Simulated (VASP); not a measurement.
Here is the system:

```yaml
crystal:
  lattice:
    - [3.52778, 0.00000, 0.00000]
    - [-1.76389, 3.05515, 0.00000]
    - [0.00000, 0.00000, 5.81122]
  atoms:
    - { symbol: Nd, position: [0.66667, 0.33333, 0.25000] }
    - { symbol: Nd, position: [0.33333, 0.66667, 0.75000] }
    - { symbol: O, position: [0.00000, 0.00000, 0.50000] }
    - { symbol: O, position: [0.00000, 0.00000, 0.00000] }
```

Computed with PBEsol GGA, VASP's PBE PAW potentials (set 64) (plane waves; VASP). Run with 520 eV cut-off, Gaussian smearing of 0.050 eV, potentials Nd_3 O.

The 4f electrons are frozen in the core of the lanthanide potential, so 4f levels, which can set the real gap, and their magnetism are missing.

Task: Predict the band gap (along the path) with the smallest direct gap where there is one.

Result: 
band gap (along the path): none (metal, semimetal or under 0.01 eV)

The structure comes from a computed database's NdO entry (P6_3/mmc); how it stands against other phases isn't given here. It was relaxed first.
